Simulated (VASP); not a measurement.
Input:

```
CELL_PARAMETERS angstrom
      1.82855    -3.16715     0.00000
      1.82855     3.16715     0.00000
      0.00000     0.00000     5.64424
ATOMIC_POSITIONS crystal
  Y  0.33333 0.66667 0.25000
  Y  0.66667 0.33333 0.75000
```

Computed with PBE GGA, VASP's PBE PAW potentials (set 64) (plane waves; VASP 6.6.1). Numerical set-up: 520 eV cut-off, 13×13×7 Γ-centred mesh, tetrahedra with Blöchl corrections, potentials Y_sv.

### Question
The job: Y (hcp), 2 atoms, PBE, static run, 520 eV, 13×13×7 Γ-centred mesh. Roughly how much core time does it take on a busy server core?

### Answer
About 2 core-minutes (one run on a shared machine, a rough figure). It had 84 irreducible k-points, 15 bands, up to 1775 plane waves and 14 electronic steps.

The compound is Y in the hcp structure. It was relaxed first.
